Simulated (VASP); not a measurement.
```
CELL_PARAMETERS angstrom
      4.43071     0.00000     0.00000
     -2.21536     3.83711     0.00000
      0.00000     0.00000     9.74559
ATOMIC_POSITIONS crystal
  Hg 0.24155 0.00000 0.66667
  Hg 0.00000 0.24155 0.33333
  Hg 0.75845 0.75845 0.00000
  S  0.54349 0.00000 0.16667
  S  0.00000 0.54349 0.83333
  S  0.45651 0.45651 0.50000
```

Computed with PBE GGA, VASP's PBE PAW potentials (set 64) (plane waves; VASP). Run with 300 eV cut-off, 5×5×2 Γ-centred mesh, Gaussian smearing of 0.010 eV, potentials Hg S.

What does the run give for the energy per atom (σ→0)?

```yaml
energy per atom (σ→0): -2.278 eV/atom
```

The structure comes from a computed database's HgS entry, a phase known from measurement. The cell was not relaxed at this level.
